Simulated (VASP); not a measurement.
Here is the system:

```xyz
2
Lattice="4.7333 0.0000 0.0000 -2.3667 4.0992 0.0000 0.0000 0.0000 14.0000" Properties=species:S:1:pos:R:3 pbc="T T T"
La     2.3667     1.3664     7.0000
As     0.0000     2.7328     7.0000
```

These are PBE GGA, VASP's PBE PAW potentials (set 64) (plane waves; VASP) values and carry that method's errors. Run with 300 eV cut-off, 7×7×1 Γ-centred mesh, Gaussian smearing of 0.050 eV, potentials La As.

The cell holds a wide vacuum, so values per volume refer to the whole cell.

Problem. Predict the energy per atom (σ→0).

Solution. 
```
Property                        Value
---------------------  --------------
energy per atom (σ→0)  -5.162 eV/atom
```

Only differences to runs with the same potentials and settings are physical.

The cell is a sheet with vacuum, built from a generated structure.
